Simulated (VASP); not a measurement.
Output of a VASP run:

### OUTCAR
```
 ion  position               nearest neighbor table
   1  0.000  0.000  0.000-   2 2.40   3 2.40   4 2.40   2 2.40   3 2.40   2 2.40   4 2.40   2 2.40
                             3 2.40   4 2.40   3 2.40   4 2.40
   2  0.000  0.500  0.500-   1 2.40   3 2.40   4 2.40   1 2.40   4 2.40   1 2.40   3 2.40   1 2.40
                             3 2.40   4 2.40   4 2.40   3 2.40
   3  0.500  0.000  0.500-   1 2.40   2 2.40   4 2.40   1 2.40   4 2.40   2 2.40   4 2.40   4 2.40
                             1 2.40   2 2.40   1 2.40   2 2.40
   4  0.500  0.500  0.000-   1 2.40   2 2.40   3 2.40   2 2.40   3 2.40   1 2.40   3 2.40   3 2.40
                             1 2.40   2 2.40   2 2.40   1 2.40
  LATTYP: Found a simple cubic cell.
 ALAT       =     3.3921966183
 Subroutine PRICEL returns:
 Original cell was already a primitive cell.
 Subroutine GETGRP returns: Found 48 space group operations
The static configuration has the point symmetry O_h .
The dynamic configuration has the point symmetry O_h .
 Subroutine INISYM returns: Found 48 space group operations
 Subroutine IBZKPT returns following result:
 Found     35 irreducible k-points:

 Following reciprocal coordinates:
            Coordinates               Weight
  0.000000  0.000000  0.000000      1.000000
  0.111111  0.000000  0.000000      6.000000
  0.222222  0.000000  0.000000      6.000000
  0.333333  0.000000  0.000000      6.000000
  0.444444  0.000000  0.000000      6.000000
  0.111111  0.111111  0.000000     12.000000
  0.222222  0.111111  0.000000     24.000000
  0.333333  0.111111  0.000000     24.000000
  0.444444  0.111111  0.000000     24.000000
  0.222222  0.222222  0.000000     12.000000
  0.333333  0.222222  0.000000     24.000000
  0.444444  0.222222  0.000000     24.000000
  0.333333  0.333333  0.000000     12.000000
  0.444444  0.333333  0.000000     24.000000
  0.444444  0.444444  0.000000     12.000000
  0.111111  0.111111  0.111111      8.000000
  0.222222  0.111111  0.111111     24.000000
  0.333333  0.111111  0.111111     24.000000
  0.444444  0.111111  0.111111     24.000000
  0.222222  0.222222  0.111111     24.000000
  0.333333  0.222222  0.111111     48.000000
  0.444444  0.222222  0.111111     48.000000
  0.333333  0.333333  0.111111     24.000000
  0.444444  0.333333  0.111111     48.000000
  0.444444  0.444444  0.111111     24.000000
  0.222222  0.222222  0.222222      8.000000
  0.333333  0.222222  0.222222     24.000000
  0.444444  0.222222  0.222222     24.000000
  0.333333  0.333333  0.222222     24.000000
  0.444444  0.333333  0.222222     48.000000
  0.444444  0.444444  0.222222     24.000000
  0.333333  0.333333  0.333333      8.000000
  0.444444  0.333333  0.333333     24.000000
  0.444444  0.444444  0.333333     24.000000
  0.444444  0.444444  0.444444      8.000000
   k-points           NKPTS =     35   k-points in BZ     NKDIM =     35   number of bands    NBANDS=     21
   number of dos      NEDOS =    301   number of ions     NIONS =      4
   total plane-waves  NPLWV =  21952
   dimension x,y,z NGX =    28 NGY =   28 NGZ =   28
   dimension x,y,z NGXF=    56 NGYF=   56 NGZF=   56
   ions per type =               1   3
   PREC   = accura    normal or accurate (medium, high low for compatibility)
   ISTART =      0    job   : 0-new  1-cont  2-samecut
   ICHARG =      2    charge: 1-file 2-atom 10-const
   ISPIN  =      1    spin polarized calculation?
   LNONCOLLINEAR =      F non collinear calculations
   LSORBIT =      F    spin-orbit coupling
   INIWAV =      1    electr: 0-lowe 1-rand  2-diag
   ENCUT  =  520.0 eV  38.22 Ry    6.18 a.u.   6.31  6.31  6.31*2*pi/ulx,y,z
   NELM   =    100;   NELMIN=  2; NELMDL= -5     # of ELM steps
   EDIFF  = 0.1E-06   stopping-criterion for ELM
   LREAL  =      F    real-space projection
   NLSPLINE    = F    spline interpolate recip. space projectors
   LMAXMIX     =    4 max onsite mixed and CHGCAR
   VOSKOWN=      0    Vosko Wilk Nusair interpolation
   EDIFFG = 0.1E-05   stopping-criterion for IOM
   NSW    =      0    number of steps for IOM
   NBLOCK =      1;   KBLOCK =      1    inner block; outer block
...
```

**OSZICAR**
```
       N       E                     dE             d eps       ncg     rms          rms(c)
DAV:   1     0.201544206772E+03    0.20154E+03   -0.15764E+04  1478   0.221E+03
DAV:   2    -0.194966452199E+02   -0.22104E+03   -0.21293E+03  1470   0.379E+02
DAV:   3    -0.302717478090E+02   -0.10775E+02   -0.10469E+02  1585   0.114E+02
DAV:   4    -0.305076956724E+02   -0.23595E+00   -0.23532E+00  1740   0.147E+01
DAV:   5    -0.305160742122E+02   -0.83785E-02   -0.83776E-02  1763   0.271E+00    0.231E+01
DAV:   6    -0.293952495822E+02    0.11208E+01   -0.58040E+01  1692   0.128E+02    0.156E+01
DAV:   7    -0.262787721507E+02    0.31165E+01   -0.16012E+01  1628   0.686E+01    0.507E+00
DAV:   8    -0.261931793490E+02    0.85593E-01   -0.66641E-01  1649   0.732E+00    0.155E+00
DAV:   9    -0.261745523235E+02    0.18627E-01   -0.32458E-02  2010   0.258E+00    0.591E-01
DAV:  10    -0.261719574283E+02    0.25949E-02   -0.36761E-03  1925   0.506E-01    0.218E-01
DAV:  11    -0.261716377523E+02    0.31968E-03   -0.61194E-04  2289   0.314E-01    0.558E-02
DAV:  12    -0.261716278883E+02    0.98640E-05   -0.90698E-05  1689   0.122E-01    0.155E-02
DAV:  13    -0.261716276586E+02    0.22964E-06   -0.57678E-06  1751   0.190E-02    0.894E-03
DAV:  14    -0.261716271761E+02    0.48252E-06   -0.34251E-07  1518   0.600E-03    0.277E-03
DAV:  15    -0.261716271283E+02    0.47828E-07   -0.16391E-07   929   0.601E-03
   1 F= -.26171627E+02 E0= -.26171800E+02  d E =0.518070E-03
```

OUTCAR:
```
------------------------ aborting loop because EDIFF is reached ----------------------------------------
  FORCE on cell =-STRESS in cart. coord.  units (eV):
  Direction    XX          YY          ZZ          XY          YZ          ZX
  --------------------------------------------------------------------------------------
  Total        4.0690144      4.0690144      4.0690144      0.0000000      0.0000000     -0.0000000
  in kB      167.0154940    167.0154940    167.0154940      0.0000000      0.0000000     -0.0000000
  external PRESSURE =     167.0154940 kB  Pullay stress =       0.0000000 kB
  volume of cell :       39.03
      direct lattice vectors                 reciprocal lattice vectors
     3.392196618  0.000000000  0.000000000     0.294794233  0.000000000  0.000000000
     0.000000000  3.392196618  0.000000000     0.000000000  0.294794233  0.000000000
     0.000000000  0.000000000  3.392196618     0.000000000  0.000000000  0.294794233
 POSITION                                       TOTAL-FORCE (eV/Angst)
 -----------------------------------------------------------------------------------
      0.00000      0.00000      0.00000         0.000000      0.000000      0.000000
      0.00000      1.69610      1.69610         0.000000      0.000000      0.000000
      1.69610      0.00000      1.69610         0.000000      0.000000      0.000000
      1.69610      1.69610      0.00000         0.000000      0.000000      0.000000
 -----------------------------------------------------------------------------------
    total drift:                                0.000000      0.000000      0.000000
  FREE ENERGIE OF THE ION-ELECTRON SYSTEM (eV)
  ---------------------------------------------------
  free  energy   TOTEN  =       -26.1716271283 eV

  energy  without entropy=      -26.1721451982  energy(sigma->0) =      -26.17179982
```
(Selected blocks of OUTCAR.)

### POSCAR
```
Ni3Si
1
    3.3921966183     0.0000000000     0.0000000000
    0.0000000000     3.3921966183     0.0000000000
    0.0000000000     0.0000000000     3.3921966183
Si Ni
1 3
Direct
  0.0000000000   0.0000000000   0.0000000000
  0.0000000000   0.5000000000   0.5000000000
  0.5000000000   0.0000000000   0.5000000000
  0.5000000000   0.5000000000   0.0000000000
```

Task: Reconstruct the remaining input files.

Result: This is not unique; one that fits is the input of the run itself, PBEsol GGA, plane waves, VASP's PBE PAW potentials (set 64).

**KPOINTS**
```
Automatic mesh
0
Gamma
9 9 9
0 0 0
```

INCAR:
```
SYSTEM  =  Ni3Si
PREC  =  Accurate; ENCUT  =  520; LREAL  =  .FALSE.
LASPH  =  .TRUE.
EDIFF  =  1E-7; NELM  =  100; ALGO  =  Normal
LMAXMIX  =  4
ISMEAR  =  1; SIGMA  =  0.1
GGA  =  PS
ISIF  =  2
LWAVE  =  .FALSE.; LCHARG  =  .FALSE.
```

POTCAR, in this order: Si Ni (PBE.64 set). Program: vasp_std.

The compound is Ni3Si in the L1_2 structure. This cell is one point of a volume scan, at 0.94 of the reference volume. The run is not spin-polarised, so no magnetic state was tried.
